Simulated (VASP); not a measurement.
Shape and ions are relaxed at each volume.

Energy against volume of GaN (wurtzite). Calculation: r2SCAN+rVV10, VASP's PBE PAW potentials (set 64) (plane waves; VASP).

| V (Å³/atom) | E (eV/atom) |
|---|---|
| 10.677 | -10.67867 |
| 11.018 | -10.70065 |
| 11.359 | -10.70763 |
| 11.700 | -10.70185 |
| 12.040 | -10.68520 |

**Question.** Fit a third-order Birch-Murnaghan equation of state.

**Answer.** 
| Quantity | Value |
|---|---|
| volume per atom | 11.37 Å^3/atom |
| bulk modulus | 199 GPa |
| pressure derivative of the bulk modulus | 4.38 |

The compound is GaN in the wurtzite structure. It was relaxed first.
